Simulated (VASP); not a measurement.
Level of theory: PBE GGA, VASP's PBE PAW potentials (set 64) (plane waves; VASP).

A VASP calculation is set up with these files.

File POSCAR:
```
Ru2W
1.0
 -1.7227420000   1.7227420000   4.2164840000
  1.7227420000  -1.7227420000   4.2164840000
  1.7227420000   1.7227420000  -4.2164840000
W Ru
1 2
Cart
  0.0000000000   0.0000000000   0.0000000000
  0.0000000000  -0.0000000000   2.8275741704
 -0.0000000000   0.0000000000   5.6053938296
```

### KPOINTS
```
Automatic mesh
0
Gamma
5 5 5
0 0 0
```

### INCAR
```
SYSTEM=Ru2W
PREC=Accurate; ENCUT=300; LREAL=.False.
LASPH=.True.
EDIFF=1E-6; NELM=100; ALGO=Normal
LMAXMIX=6
ISMEAR=0; SIGMA=0.1
GGA=PE
ISIF=2
LWAVE=.False.; LCHARG=.False.
```

POTCAR, in this order: W_sv Ru_pv (PBE.64 set). Program: vasp_std.

At this cut-off the stress carries a Pulay error, which pulls relaxed volumes low. Gaps are read on the run's mesh, which can miss a band edge. Unless said otherwise, spin-orbit coupling is left out, though it shifts the bands of the heavy elements here.

Problem. What does the run give for the energy per atom (σ→0), pressure, largest force, band gap (on the k-mesh)?

Solution. 
The energy per atom (σ→0) is -9965 meV/atom. The band gap (on the k-mesh) is none (metal, semimetal or under 0.01 eV) and the pressure is -24.79 GPa. The largest force comes out as 0.690 eV/Å.

OSZICAR:
```
...
DAV:   8    -0.299166301925E+02    0.39703E+00   -0.19882E+00  1160   0.671E+00    0.937E-01
DAV:   9    -0.299116472226E+02    0.49830E-02   -0.47660E-02  1096   0.145E+00    0.493E-01
DAV:  10    -0.299102762063E+02    0.13710E-02   -0.58440E-03  1118   0.467E-01    0.177E-01
DAV:  11    -0.299103308228E+02   -0.54617E-04   -0.20098E-04  1106   0.910E-02    0.105E-01
DAV:  12    -0.299102816450E+02    0.49178E-04   -0.29432E-04  1205   0.956E-02    0.188E-02
DAV:  13    -0.299102799507E+02    0.16943E-05   -0.88012E-06  1036   0.177E-02    0.250E-03
DAV:  14    -0.299102798396E+02    0.11105E-06   -0.26747E-07   476   0.397E-03
   1 F= -.29910280E+02 E0= -.29896001E+02  d E =-.285573E-01
```

The structure was generated: Ru2W was put into an ordered model structure, which need not be its known phase. The cell was not relaxed at this level. The k-mesh is coarse (spacing up to 0.52 per Å, 2π included), so the numbers may not be converged in it. The run is one of a series of settings (KPOINTS 5×5×5 Γ-centred mesh against the base run), some of them coarse on purpose.
